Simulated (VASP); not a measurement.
Computed with PBEsol GGA, VASP's PBE PAW potentials (set 64) (plane waves; VASP).

The input files of a VASP run:

**POSCAR**
```
CrPd3
1
    3.8908800000     0.0000000000     0.0000000000
    0.0000000000     3.8908800000     0.0000000000
    0.0000000000     0.0000000000     3.8908800000
Cr Pd
1 3
Direct
  0.0000000000   0.0000000000   0.0000000000
  0.0000000000   0.5000000000   0.5000000000
  0.5000000000   0.0000000000   0.5000000000
  0.5000000000   0.5000000000   0.0000000000
```

### KPOINTS
```
Automatic
0
G
2 2 2
```

INCAR:
```
SIGMA  =  0.272   # width (eV)
PREC  =  Accurate
ENCUT  =  300
LCHARG  =  .FALSE.
GGA  =  PS   # PBEsol
SYSTEM  =  CrPd3
EDIFF  =  1E-6   # SCF stop (eV)
LWAVE  =  .FALSE.
NELM  =  100   # most electronic steps
ISIF  =  2   # forces and stress, cell fixed
LORBIT  =  11   # lm-projected
LMAXMIX  =  4
ISPIN  =  2   # spin-polarised
ALGO  =  Normal   # blocked Davidson
LASPH  =  .TRUE.   # aspherical one-centre terms
ISMEAR  =  0   # Gaussian
LREAL  =  .FALSE.   # projection in real space or not
```

POTCAR, in this order: Cr_pv Pd (PBE.64 set). Program: vasp_std. The INCAR's line for the spin-polarised start is left out here.

Problem. What will the output report for the number of irreducible k-points (NKPTS), largest plane-wave count, number of space-group operations, FFT grid (NGX, NGY, NGZ)?

Solution. 
```json
{
 "number of irreducible k-points (NKPTS)": "4",
 "largest_plane_wave_count": "739",
 "number_of_space_group_operations": "48",
 "FFT grid (NGX, NGY, NGZ)": "24 × 24 × 24"
}
```

The structure comes from a computed database's CrPd3 entry; how it stands against other phases isn't given here. The cell was not relaxed at this level. The k-mesh is coarse (spacing up to 0.81 per Å, 2π included), so the numbers may not be converged in it. The run is one of a series of settings (KPOINTS 2×2×2 Γ-centred mesh against the base run), some of them coarse on purpose. VASP warned that the highest band is occupied, so more bands are needed.
